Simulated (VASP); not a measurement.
Data:

```
CELL_PARAMETERS angstrom
      0.00000     3.15858     3.15858
      3.15858     0.00000     3.15858
     12.74102    12.74102    -0.10668
ATOMIC_POSITIONS crystal
  Sn 0.02344 0.02344 0.98242
  Sn 0.26053 0.26053 0.05460
  Sn 0.00661 0.00661 0.24504
  Sn 0.24339 0.24339 0.31746
  Sn 0.98947 0.98947 0.50790
  Sn 0.22656 0.22656 0.58008
  Ge 0.98711 0.98711 0.75967
  Ge 0.26289 0.26289 0.80283
```

These are PBEsol GGA, VASP's PBE PAW potentials (set 64) (plane waves; VASP) values and carry that method's errors. Settings: 400 eV cut-off, Gaussian smearing of 0.050 eV, potentials Sn_d Ge_d.

Question: Give the energies of bands 49 to 62 at the high-symmetry points, in eV from the Fermi level.

Answer: 
| band | Γ | T | H2 | L | S0 | F |
|---|---|---|---|---|---|---|
| 49 | -1.43 | -1.43 | -3.65 | -2.95 | -3.65 | -3.07 |
| 50 | -1.43 | -1.43 | -3.45 | -2.83 | -3.44 | -3.03 |
| 51 | -0.56 | -0.94 | -3.33 | -2.60 | -3.36 | -2.62 |
| 52 | -0.56 | -0.66 | -3.25 | -2.31 | -3.24 | -2.52 |
| 53 | -0.32 | -0.66 | -2.27 | -2.18 | -2.31 | -1.91 |
| 54 | -0.32 | -0.06 | -2.20 | -2.07 | -2.14 | -1.67 |
| 55 | -0.06 | -0.06 | -1.99 | -1.31 | -2.07 | -1.20 |
| 56 | 0.11 | 0.11 | -1.97 | -1.21 | -1.90 | -0.98 |
| 57 | 0.32 | 0.11 | 1.31 | 0.31 | 1.17 | -0.25 |
| 58 | 0.32 | 0.73 | 1.31 | 1.07 | 1.61 | 0.64 |
| 59 | 0.77 | 0.94 | 1.97 | 1.17 | 1.65 | 0.68 |
| 60 | 1.06 | 1.18 | 2.13 | 1.28 | 2.32 | 1.30 |
| 61 | 2.21 | 2.45 | 3.18 | 1.50 | 2.99 | 1.60 |
| 62 | 2.21 | 2.47 | 3.47 | 1.73 | 3.77 | 3.21 |

It has no gap at this level: it comes out as a metal or semimetal.

The structure was generated: Sn6Ge2 was put into an ordered model structure (R-3m), which need not be its known phase. It was relaxed first.
